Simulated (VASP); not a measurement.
Level of theory: PBE GGA, VASP's PBE PAW potentials (set 64) (plane waves; VASP).

The input files of a VASP run:

File POSCAR:
```
TiAl
1
    2.7555200129     0.0000000000     0.0000000000
    0.0000000000     2.7555200129     0.0000000000
    0.0000000000     0.0000000000     3.9623253863
Ti Al
1 1
Direct
  0.0000000000   0.0000000000   0.0000000000
  0.5000000000   0.5000000000   0.5000000000
```

### KPOINTS
```
Automatic mesh
0
G
  13 13 9
```

**INCAR**
```
# general
SYSTEM   =  TiAl
PREC     =  Accurate
ENCUT    =  500
LREAL    =  .FALSE.
LASPH    =  .TRUE.

# electronic loop
EDIFF    =  1E-6
NELM     =  100
ALGO     =  Normal
LMAXMIX  =  4

# smearing
ISMEAR   =  1
SIGMA    =  0.1

# functional
GGA      =  PE

# ions
IBRION   =  2
NSW      =  40
ISIF     =  3
EDIFFG   =  -0.02
PSTRESS  =  200

# output
LWAVE    =  .FALSE.
LCHARG   =  .FALSE.
```

POTCAR, in this order: Ti_sv Al (PBE.64 set). Program: vasp_std.

Output

**OSZICAR**
```
       N       E                     dE             d eps       ncg     rms          rms(c)
DAV:   1     0.900559389042E+02    0.90056E+02   -0.73435E+03  3083   0.137E+03
DAV:   2    -0.773992473129E+01   -0.97796E+02   -0.95046E+02  3128   0.334E+02
DAV:   3    -0.136136700270E+02   -0.58737E+01   -0.56418E+01  4816   0.789E+01
DAV:   4    -0.138126104955E+02   -0.19894E+00   -0.19547E+00  3811   0.128E+01
DAV:   5    -0.138213578391E+02   -0.87473E-02   -0.87381E-02  4490   0.242E+00    0.104E+01
DAV:   6    -0.124512335391E+02    0.13701E+01   -0.11418E+01  3766   0.380E+01    0.342E+00
DAV:   7    -0.123291220883E+02    0.12211E+00   -0.99413E-01  3531   0.109E+01    0.213E+00
DAV:   8    -0.123206898228E+02    0.84323E-02   -0.13884E-01  3447   0.434E+00    0.513E-01
DAV:   9    -0.123195557175E+02    0.11341E-02   -0.27321E-02  3741   0.224E+00    0.255E-01
DAV:  10    -0.123197581658E+02   -0.20245E-03   -0.18663E-03  3770   0.509E-01    0.617E-02
DAV:  11    -0.123197353872E+02    0.22779E-04   -0.48235E-04  3876   0.255E-01    0.506E-02
DAV:  12    -0.123197376575E+02   -0.22703E-05   -0.38305E-05  3510   0.697E-02    0.111E-02
DAV:  13    -0.123197369360E+02    0.72152E-06   -0.82732E-07  2500   0.995E-03
   1 F= -.85641598E+01 E0= -.85638948E+01  d E =-.856416E+01
       N       E                     dE             d eps       ncg     rms          rms(c)
DAV:   1    -0.155520114271E+02   -0.32323E+01   -0.82487E+01  3356   0.139E+02    0.170E+01
DAV:   2    -0.119186909816E+02    0.36333E+01   -0.18288E+01  3412   0.617E+01    0.394E+00
DAV:   3    -0.116845560534E+02    0.23413E+00   -0.15894E+00  3923   0.117E+01    0.146E+00
DAV:   4    -0.117099877375E+02   -0.25432E-01   -0.50106E-01  3608   0.601E+00    0.104E+00
DAV:   5    -0.117465942911E+02   -0.36607E-01   -0.57361E-02  3937   0.253E+00    0.440E-01
DAV:   6    -0.117739316839E+02   -0.27337E-01   -0.51596E-02  4609   0.132E+00    0.182E-01
DAV:   7    -0.117765774386E+02   -0.26458E-02   -0.49225E-03  3637   0.631E-01    0.124E-01
DAV:   8    -0.117773383762E+02   -0.76094E-03   -0.18589E-03  4710   0.293E-01    0.293E-02
DAV:   9    -0.117774042040E+02   -0.65828E-04   -0.16842E-04  3595   0.108E-01    0.882E-03
DAV:  10    -0.117774040733E+02    0.13067E-06   -0.19684E-05  3719   0.370E-02    0.618E-03
DAV:  11    -0.117774058019E+02   -0.17286E-05   -0.23785E-06  2849   0.147E-02    0.919E-04
DAV:  12    -0.117774058767E+02   -0.74825E-07   -0.32608E-07  1618   0.423E-03
   2 F= -.85127066E+01 E0= -.85122901E+01  d E =0.514532E-01
       N       E                     dE             d eps       ncg     rms          rms(c)
DAV:   1    -0.136777775767E+02   -0.19004E+01   -0.29943E+01  3417   0.901E+01    0.119E+01
DAV:   2    -0.123593981117E+02    0.13184E+01   -0.13949E+01  3785   0.466E+01    0.276E+00
DAV:   3    -0.121029367106E+02    0.25646E+00   -0.14565E+00  3645   0.125E+01    0.583E-01
DAV:   4    -0.121272058396E+02   -0.24269E-01   -0.15046E-01  3648   0.255E+00    0.545E-01
DAV:   5    -0.121549665160E+02   -0.27761E-01   -0.47810E-02  4108   0.171E+00    0.528E-01
DAV:   6    -0.121615111251E+02   -0.65446E-02   -0.20606E-02  4420   0.121E+00    0.188E-01
DAV:   7    -0.121628292076E+02   -0.13181E-02   -0.20699E-03  3760   0.444E-01    0.281E-02
DAV:   8    -0.121628504527E+02   -0.21245E-04   -0.42726E-04  4043   0.128E-01    0.473E-02
DAV:   9    -0.121628998479E+02   -0.49395E-04   -0.17042E-04  3613   0.132E-01    0.133E-02
DAV:  10    -0.121629001006E+02   -0.25275E-06   -0.18722E-05  3912   0.344E-02    0.242E-03
DAV:  11    -0.121629002005E+02   -0.99890E-07   -0.14222E-06  2392   0.916E-03
   3 F= -.86214227E+01 E0= -.86210188E+01  d E =-.572629E-01
       N       E                     dE             d eps       ncg     rms          rms(c)
DAV:   1    -0.121590363777E+02    0.38637E-02   -0.62396E-03  3390   0.125E+00    0.162E-01
DAV:   2    -0.121587592111E+02    0.27717E-03   -0.23249E-03  3518   0.619E-01    0.390E-02
DAV:   3    -0.121587162308E+02    0.42980E-04   -0.24677E-04  3513   0.164E-01    0.121E-02
DAV:   4    -0.121587193189E+02   -0.30881E-05   -0.38335E-05  3505   0.490E-02    0.828E-03
DAV:   5    -0.121587241873E+02   -0.48684E-05   -0.59324E-06  3858   0.177E-02    0.482E-03
DAV:   6    -0.121587265672E+02   -0.23799E-05   -0.45717E-06  3745   0.113E-02    0.259E-03
DAV:   7    -0.121587269535E+02   -0.38628E-06   -0.34195E-07  1598   0.573E-03
   4 F= -.86214463E+01 E0= -.86210400E+01  d E =-.572865E-01
```

### OUTCAR
```
------------------------ aborting loop because EDIFF is reached ----------------------------------------
  FORCE on cell =-STRESS in cart. coord.  units (eV):
  Direction    XX          YY          ZZ          XY          YZ          ZX
  --------------------------------------------------------------------------------------
  Total        3.5420202      3.5420202      3.5238860      0.0000000      0.0000000      0.0000000
  in kB      200.2679779    200.2679779    199.2426587      0.0000000      0.0000000      0.0000000
  external PRESSURE =      -0.0737952 kB  Pullay stress =     200.0000000 kB
  volume of cell :       28.34
      direct lattice vectors                 reciprocal lattice vectors
     2.701126099  0.000000000  0.000000000     0.370215963  0.000000000  0.000000000
     0.000000000  2.701126099  0.000000000     0.000000000  0.370215963  0.000000000
     0.000000000 -0.000000000  3.883831570     0.000000000  0.000000000  0.257477695
 POSITION                                       TOTAL-FORCE (eV/Angst)
 -----------------------------------------------------------------------------------
      0.00000      0.00000      0.00000         0.000000      0.000000      0.000000
      1.35056      1.35056      1.94192         0.000000     -0.000000      0.000000
 -----------------------------------------------------------------------------------
    total drift:                               -0.000000      0.000000     -0.000000
  FREE ENERGIE OF THE ION-ELECTRON SYSTEM (eV)
  ---------------------------------------------------
  free  energy   TOTEN  =       -12.1587269535 eV

  energy  without entropy=      -12.1575079519  energy(sigma->0) =      -12.15832062
  enthalpy is  TOTEN    =        -8.6214462961 eV   P V=        3.5372806573

 reached required accuracy - stopping structural energy minimisation
```
(Selected blocks of OUTCAR.)

CONTCAR:
```
TiAl
   1.00000000000000
     2.7011260990338952    0.0000000000000000    0.0000000000000000
     0.0000000000000000    2.7011260990338952    0.0000000000000000
     0.0000000000000000   -0.0000000000000000    3.8838315697560688
  Ti              Al
     1     1
Direct
     0.0000000000000000    0.0000000000000000    0.0000000000000000
     0.5000000000000000    0.5000000000000000    0.5000000000000000
```

**OUTCAR**
```
 val. band max:        9.7652425801   @ k =   0.4615   0.1538   0.3333

 cond. band min:       9.7931651050   @ k =   0.1538   0.0769   0.2222


 Fermi energy:         9.7682916318

 k-point     1 :       0.0000    0.0000    0.0000
  band No.  band energies     occupation
      1     -46.5475      2.00000
      2     -22.9632      2.00000
      3     -22.4016      2.00000
      4     -22.4016      2.00000
      5       0.1406      2.00000
      6       7.6466      2.00000
      7       8.7419      2.00000
      8       9.6637      2.05857
      9      12.3049      0.00000
     10      12.3049      0.00000
     11      13.6637      0.00000

 k-point     2 :       0.0769    0.0000    0.0000
  band No.  band energies     occupation
      1     -46.5420      2.00000
      2     -22.9579      2.00000
      3     -22.4446      2.00000
      4     -22.3979      2.00000
      5       0.2698      2.00000
      6       7.7543      2.00000
      7       8.8001      2.00000
      8       9.5126      2.00179
      9      12.3291      0.00000
     10      12.4676      0.00000
     11      13.5227      0.00000

 k-point     3 :       0.1538    0.0000    0.0000
  band No.  band energies     occupation
      1     -46.5266      2.00000
      2     -22.9433      2.00000
      3     -22.5624      2.00000
      4     -22.3877      2.00000
      5       0.6521      2.00000
      6       8.0425      2.00000
      7       8.9242      2.00000
      8       9.1477      2.00000
      9      12.3969      0.00000
     10      12.8855      0.00000
     11      13.1631      0.00000

 k-point     4 :       0.2308    0.0000    0.0000
  band No.  band energies     occupation
      1     -46.5049      2.00000
      2     -22.9225      2.00000
      3     -22.7260      2.00000
      4     -22.3732      2.00000
      5       1.2733      2.00000
      6       8.4034      2.00000
      7       8.7128      2.00000
      8       8.9151      2.00000
      9      12.4945      0.00000
...
```

Energy and stress use the plane-wave basis of the starting cell.

The compound is TiAl in the L1_0 structure. This run relaxes it under an external pressure of 20 GPa. Symmetry was kept, so distortions that lower it aren't found. The electron count is odd and the run is not spin-polarised, which forces a metal.
